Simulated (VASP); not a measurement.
Computed with RPBE GGA, VASP's PBE PAW potentials (set 64) (plane waves; VASP).

The input files of a VASP run:

File POSCAR:
```
KF
1
    0.0000000000     2.7801873258     2.7801873258
    2.7801873258     0.0000000000     2.7801873258
    2.7801873258     2.7801873258     0.0000000000
K F
1 1
Direct
  0.0000000000   0.0000000000   0.0000000000
  0.5000000000   0.5000000000   0.5000000000
```

### INCAR
```
# general
SYSTEM = KF
PREC   = Accurate
ENCUT  = 520   # plane-wave cut-off (eV)
LREAL  = F   # projection in real space or not
LASPH  = T   # aspherical one-centre terms

# electronic loop
EDIFF  = 1E-6   # SCF stop (eV)
NELM   = 100
ALGO   = Normal

# smearing
ISMEAR = 0   # Gaussian
SIGMA  = 0.05

# functional
GGA    = RP   # RPBE

# ions
IBRION = 2   # conjugate gradients
NSW    = 60
ISIF   = 3   # ions, shape and volume
EDIFFG = -0.01

# output
LWAVE  = F
LCHARG = F
```

File KPOINTS:
```
Automatic mesh
0
Gamma
7 7 7
0 0 0
```

POTCAR, in this order: K_sv F (PBE.64 set). Program: vasp_std.

Output

File OSZICAR:
```
       N       E                     dE             d eps       ncg     rms          rms(c)
DAV:   1     0.121873723905E+03    0.12187E+03   -0.84119E+03   480   0.128E+03
DAV:   2    -0.429366853482E+01   -0.12617E+03   -0.11489E+03   652   0.327E+02
DAV:   3    -0.911579799155E+01   -0.48221E+01   -0.47883E+01   616   0.608E+01
DAV:   4    -0.923603150079E+01   -0.12023E+00   -0.12014E+00   724   0.826E+00
DAV:   5    -0.923698260760E+01   -0.95111E-03   -0.95106E-03   608   0.901E-01    0.636E+00
DAV:   6    -0.791161275856E+01    0.13254E+01   -0.46886E+00   548   0.174E+01    0.307E+00
DAV:   7    -0.789992299769E+01    0.11690E-01   -0.13243E-01   644   0.309E+00    0.185E+00
DAV:   8    -0.791610302139E+01   -0.16180E-01   -0.77093E-02   508   0.326E+00    0.229E-01
DAV:   9    -0.791981254650E+01   -0.37095E-02   -0.93412E-03   592   0.802E-01    0.135E-01
DAV:  10    -0.792102333357E+01   -0.12108E-02   -0.21495E-03   496   0.457E-01    0.703E-02
DAV:  11    -0.792111741146E+01   -0.94078E-04   -0.81934E-04   544   0.237E-01    0.332E-02
DAV:  12    -0.792109635499E+01    0.21056E-04   -0.16057E-04   604   0.990E-02    0.706E-03
DAV:  13    -0.792109943267E+01   -0.30777E-05   -0.15488E-05   528   0.399E-02    0.275E-03
DAV:  14    -0.792109971847E+01   -0.28580E-06   -0.55967E-07   428   0.835E-03
   1 F= -.79210997E+01 E0= -.79210997E+01  d E =-.792110E+01
       N       E                     dE             d eps       ncg     rms          rms(c)
DAV:   1    -0.792531670358E+01   -0.42173E-02   -0.78642E-02   548   0.319E+00    0.479E-01
DAV:   2    -0.792182089149E+01    0.34958E-02   -0.15313E-02   544   0.119E+00    0.122E-01
DAV:   3    -0.792144854365E+01    0.37235E-03   -0.66260E-04   712   0.281E-01    0.744E-02
DAV:   4    -0.792137853605E+01    0.70008E-04   -0.28366E-04   876   0.132E-01    0.578E-02
DAV:   5    -0.792138164437E+01   -0.31083E-05   -0.12787E-05   780   0.302E-02    0.114E-02
DAV:   6    -0.792137977767E+01    0.18667E-05   -0.80098E-06   888   0.211E-02    0.248E-03
DAV:   7    -0.792137898151E+01    0.79616E-06   -0.12022E-07   360   0.387E-03
   2 F= -.79213790E+01 E0= -.79213790E+01  d E =-.279263E-03
       N       E                     dE             d eps       ncg     rms          rms(c)
DAV:   1    -0.792444935842E+01   -0.30696E-02   -0.59196E-02   540   0.277E+00    0.416E-01
DAV:   2    -0.792181678614E+01    0.26326E-02   -0.11566E-02   548   0.103E+00    0.106E-01
DAV:   3    -0.792153625447E+01    0.28053E-03   -0.50034E-04   696   0.244E-01    0.645E-02
DAV:   4    -0.792148316368E+01    0.53091E-04   -0.21558E-04   872   0.116E-01    0.501E-02
DAV:   5    -0.792148469085E+01   -0.15272E-05   -0.96384E-06   780   0.265E-02    0.985E-03
DAV:   6    -0.792148291579E+01    0.17751E-05   -0.61170E-06   888   0.184E-02    0.216E-03
DAV:   7    -0.792148222204E+01    0.69375E-06   -0.89366E-08   352   0.333E-03
   3 F= -.79214822E+01 E0= -.79214822E+01  d E =-.382504E-03
```

### OUTCAR
```
------------------------ aborting loop because EDIFF is reached ----------------------------------------
  FORCE on cell =-STRESS in cart. coord.  units (eV):
  Direction    XX          YY          ZZ          XY          YZ          ZX
  --------------------------------------------------------------------------------------
  Total        0.0089628      0.0089628      0.0089628     -0.0000000      0.0000000      0.0000000
  in kB        0.3309772      0.3309772      0.3309772     -0.0000000      0.0000000      0.0000000
  external PRESSURE =       0.3309772 kB  Pullay stress =       0.0000000 kB
  volume of cell :       43.39
      direct lattice vectors                 reciprocal lattice vectors
     0.000000000  2.788962572  2.788962572    -0.179278132  0.179278132  0.179278132
     2.788962572 -0.000000000  2.788962572     0.179278132 -0.179278132  0.179278132
     2.788962572  2.788962572 -0.000000000     0.179278132  0.179278132 -0.179278132
  FREE ENERGIE OF THE ION-ELECTRON SYSTEM (eV)
  ---------------------------------------------------
  free  energy   TOTEN  =        -7.9214822220 eV

  energy  without entropy=       -7.9214822220  energy(sigma->0) =       -7.92148222

 reached required accuracy - stopping structural energy minimisation
```
(Selected blocks of OUTCAR.)

CONTCAR:
```
KF
   1.00000000000000
     0.0000000000000000    2.7889625717583266    2.7889625717583266
     2.7889625717583266   -0.0000000000000000    2.7889625717583266
     2.7889625717583266    2.7889625717583266   -0.0000000000000000
  K               F
     1     1
Direct
     0.0000000000000000    0.0000000000000000    0.0000000000000000
     0.5000000000000000    0.5000000000000000    0.5000000000000000
```

The compound is KF in the rock salt structure. This run relaxes it. Symmetry was kept, so distortions that lower it aren't found. The start is the result of an earlier pass.
